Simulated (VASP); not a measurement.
Computed with r2SCAN meta-GGA, VASP's PBE PAW potentials (set 64) (plane waves; VASP).

VASP ran on this input.

File POSCAR:
```
Nd
1
    0.0000000000     2.5763130000     2.5763130000
    2.5763130000     0.0000000000     2.5763130000
    2.5763130000     2.5763130000     0.0000000000
Nd
1
Direct
  0.0000000000   0.0000000000   0.0000000000
```

**KPOINTS**
```
Automatic mesh
0
Gamma
11 11 11
0 0 0
```

**INCAR**
```
! general
SYSTEM   =  Nd
PREC     =  Accurate
ENCUT    =  400
LREAL    =  .FALSE.
LASPH    =  .TRUE.

! electronic loop
EDIFF    =  1E-6
NELM     =  100
ALGO     =  Normal
LMAXMIX  =  6
LMIXTAU  =  .TRUE.

! smearing
ISMEAR   =  1
SIGMA    =  0.1

! functional
METAGGA  =  R2SCAN

! ions
IBRION   =  2
NSW      =  60
ISIF     =  3
EDIFFG   =  -0.01

! output
LWAVE    =  .FALSE.
LCHARG   =  .FALSE.
```

POTCAR, in this order: Nd_3 (PBE.64 set). Program: vasp_std.

Output of the run:

OSZICAR:
```
       N       E                     dE             d eps       ncg     rms          rms(c)
DAV:   1     0.296602205652E+02    0.29660E+02   -0.49947E+03  1008   0.923E+02
DAV:   2    -0.314992603287E+02   -0.61159E+02   -0.60286E+02  1078   0.211E+02
DAV:   3    -0.332055782041E+02   -0.17063E+01   -0.16690E+01  1437   0.324E+01
DAV:   4    -0.332580438460E+02   -0.52466E-01   -0.51848E-01  1308   0.476E+00
DAV:   5    -0.332593000413E+02   -0.12562E-02   -0.12555E-02  1444   0.565E-01    0.323E+00
DAV:   6    -0.289947264634E+02    0.42646E+01   -0.13615E+00  1386   0.971E+00    0.233E+00
DAV:   7    -0.294744812567E+02   -0.47975E+00   -0.19526E-01  1046   0.459E+00    0.145E+00
DAV:   8    -0.290809155558E+02    0.39357E+00   -0.38580E-01  1270   0.570E+00    0.429E-01
DAV:   9    -0.293921746913E+02   -0.31126E+00   -0.39882E-01  1173   0.464E+00    0.175E-01
DAV:  10    -0.293968030626E+02   -0.46284E-02   -0.10203E-02  1105   0.116E+00    0.104E-01
DAV:  11    -0.293945247174E+02    0.22783E-02   -0.55467E-03  1053   0.812E-01    0.911E-02
DAV:  12    -0.293940784679E+02    0.44625E-03   -0.13230E-03  1087   0.387E-01    0.437E-02
DAV:  13    -0.293943739573E+02   -0.29549E-03   -0.59691E-04  1073   0.231E-01    0.318E-02
DAV:  14    -0.293943737832E+02    0.17407E-06   -0.58460E-06  1615   0.160E-02
   1 F= -.29394374E+02 E0= -.29394435E+02  d E =-.293944E+02
       N       E                     dE             d eps       ncg     rms          rms(c)
DAV:   1    -0.294539689748E+02   -0.59595E-01   -0.19492E+00  1153   0.145E+01    0.132E+00
DAV:   2    -0.294037104720E+02    0.50259E-01   -0.14718E-01  1171   0.395E+00    0.632E-01
DAV:   3    -0.293935359004E+02    0.10175E-01   -0.99945E-02  1082   0.250E+00    0.288E-01
DAV:   4    -0.293972128890E+02   -0.36770E-02   -0.53731E-03  1041   0.771E-01    0.213E-01
DAV:   5    -0.293974560594E+02   -0.24317E-03   -0.20518E-03  1385   0.401E-01    0.132E-01
DAV:   6    -0.293993087656E+02   -0.18527E-02   -0.18998E-03  1292   0.425E-01    0.869E-03
DAV:   7    -0.293995079471E+02   -0.19918E-03   -0.30890E-04  1397   0.123E-01    0.244E-02
DAV:   8    -0.293995111600E+02   -0.32129E-05   -0.36367E-06  1080   0.164E-02    0.274E-02
DAV:   9    -0.293995395992E+02   -0.28439E-04   -0.51381E-06  1023   0.231E-02    0.188E-02
DAV:  10    -0.293995261555E+02    0.13444E-04   -0.10178E-05  1015   0.332E-02    0.262E-03
DAV:  11    -0.293995284297E+02   -0.22742E-05   -0.14965E-06   647   0.126E-02    0.133E-03
DAV:  12    -0.293995258330E+02    0.25967E-05   -0.24793E-07   515   0.570E-03    0.115E-03
DAV:  13    -0.293995279501E+02   -0.21171E-05   -0.24635E-07   513   0.568E-03    0.115E-03
DAV:  14    -0.293995267746E+02    0.11755E-05   -0.11297E-07   513   0.250E-03    0.389E-04
DAV:  15    -0.293995272949E+02   -0.52029E-06   -0.47764E-08   513   0.152E-03
   2 F= -.29399527E+02 E0= -.29399856E+02  d E =-.515351E-02
       N       E                     dE             d eps       ncg     rms          rms(c)
DAV:   1    -0.294021638202E+02   -0.26370E-02   -0.79668E-02  1155   0.292E+00    0.266E-01
DAV:   2    -0.294000995331E+02    0.20643E-02   -0.58403E-03  1163   0.797E-01    0.126E-01
DAV:   3    -0.293996671004E+02    0.43243E-03   -0.38100E-03  1090   0.500E-01    0.523E-02
DAV:   4    -0.293998111926E+02   -0.14409E-03   -0.23219E-04  1018   0.167E-01    0.390E-02
DAV:   5    -0.293998055408E+02    0.56518E-05   -0.11272E-04  1321   0.102E-01    0.227E-02
DAV:   6    -0.293998713001E+02   -0.65759E-04   -0.11369E-04  1251   0.110E-01    0.140E-03
DAV:   7    -0.293998864324E+02   -0.15132E-04   -0.17323E-05  1378   0.301E-02    0.508E-03
DAV:   8    -0.293998868742E+02   -0.44185E-06   -0.18372E-07   530   0.419E-03
   3 F= -.29399887E+02 E0= -.29400246E+02  d E =-.551309E-02
       N       E                     dE             d eps       ncg     rms          rms(c)
DAV:   1    -0.294088081345E+02   -0.89217E-02   -0.31584E-01  1146   0.584E+00    0.523E-01
DAV:   2    -0.294007546487E+02    0.80535E-02   -0.23696E-02  1162   0.161E+00    0.254E-01
DAV:   3    -0.293989354289E+02    0.18192E-02   -0.15915E-02  1089   0.101E+00    0.111E-01
DAV:   4    -0.293995642713E+02   -0.62884E-03   -0.96847E-04  1017   0.341E-01    0.792E-02
DAV:   5    -0.293995828087E+02   -0.18537E-04   -0.42537E-04  1329   0.192E-01    0.461E-02
DAV:   6    -0.293998440826E+02   -0.26127E-03   -0.35401E-04  1105   0.198E-01    0.251E-03
DAV:   7    -0.293998886457E+02   -0.44563E-04   -0.58417E-05  1455   0.543E-02    0.104E-02
DAV:   8    -0.293998900595E+02   -0.14138E-05   -0.63370E-07   676   0.736E-03    0.123E-02
DAV:   9    -0.293998935913E+02   -0.35318E-05   -0.16749E-06   814   0.144E-02    0.362E-03
DAV:  10    -0.293998880980E+02    0.54933E-05   -0.70418E-07   508   0.103E-02    0.410E-04
DAV:  11    -0.293998891115E+02   -0.10135E-05   -0.10591E-07   506   0.381E-03    0.236E-04
DAV:  12    -0.293998883607E+02    0.75080E-06   -0.25544E-08   504   0.190E-03
   4 F= -.29399888E+02 E0= -.29400296E+02  d E =-.551458E-02
       N       E                     dE             d eps       ncg     rms          rms(c)
DAV:   1    -0.294022309186E+02   -0.23418E-02   -0.78287E-02  1147   0.290E+00    0.261E-01
DAV:   2    -0.294002208690E+02    0.20100E-02   -0.57382E-03  1155   0.798E-01    0.125E-01
DAV:   3    -0.293996650253E+02    0.55584E-03   -0.37792E-03  1090   0.499E-01    0.517E-02
DAV:   4    -0.293999020222E+02   -0.23700E-03   -0.24170E-04  1015   0.173E-01    0.374E-02
DAV:   5    -0.293998716822E+02    0.30340E-04   -0.10919E-04  1329   0.969E-02    0.225E-02
DAV:   6    -0.294000089346E+02   -0.13725E-03   -0.95196E-05  1233   0.101E-01    0.131E-03
DAV:   7    -0.294000044980E+02    0.44366E-05   -0.14863E-05  1382   0.281E-02    0.502E-03
DAV:   8    -0.294000039894E+02    0.50865E-06   -0.18742E-07   507   0.438E-03
   5 F= -.29400004E+02 E0= -.29400390E+02  d E =-.563021E-02
```

OUTCAR:
```
------------------------ aborting loop because EDIFF is reached ----------------------------------------
  FORCE on cell =-STRESS in cart. coord.  units (eV):
  Direction    XX          YY          ZZ          XY          YZ          ZX
  --------------------------------------------------------------------------------------
  Total        0.0009951      0.0009951      0.0009951      0.0000000     -0.0000000      0.0000000
  in kB        0.0448161      0.0448161      0.0448161      0.0000000     -0.0000000      0.0000000
  external PRESSURE =       0.0448161 kB  Pullay stress =       0.0000000 kB
  volume of cell :       35.58
      direct lattice vectors                 reciprocal lattice vectors
     0.000000000  2.610426833  2.610426833    -0.191539557  0.191539557  0.191539557
     2.610426833  0.000000000  2.610426833     0.191539557 -0.191539557  0.191539557
     2.610426833  2.610426833 -0.000000000     0.191539557  0.191539557 -0.191539557
 POSITION                                       TOTAL-FORCE (eV/Angst)
 -----------------------------------------------------------------------------------
      0.00000      0.00000      0.00000         0.000000     -0.000000      0.000000
 -----------------------------------------------------------------------------------
    total drift:                                0.000000     -0.000000     -0.000000
  FREE ENERGIE OF THE ION-ELECTRON SYSTEM (eV)
  ---------------------------------------------------
  free  energy   TOTEN  =       -29.4000039894 eV

  energy  without entropy=      -29.4011618812  energy(sigma->0) =      -29.40038995

 reached required accuracy - stopping structural energy minimisation
```
(Selected blocks of OUTCAR.)

CONTCAR:
```
Nd
   1.00000000000000
     0.0000000000000000    2.6104268326018669    2.6104268326018669
     2.6104268326018669    0.0000000000000000    2.6104268326018669
     2.6104268326018669    2.6104268326018669   -0.0000000000000000
  Nd
     1
Direct
     0.0000000000000000    0.0000000000000000    0.0000000000000000
```

The 4f electrons are frozen in the core of the lanthanide potential, so 4f levels, which can set the real gap, and their magnetism are missing. Energy and stress use the plane-wave basis of the starting cell.

The structure was generated: Nd was put into the fcc type (Fm-3m), which need not be its known phase. This run relaxes it. Symmetry was kept, so distortions that lower it aren't found.
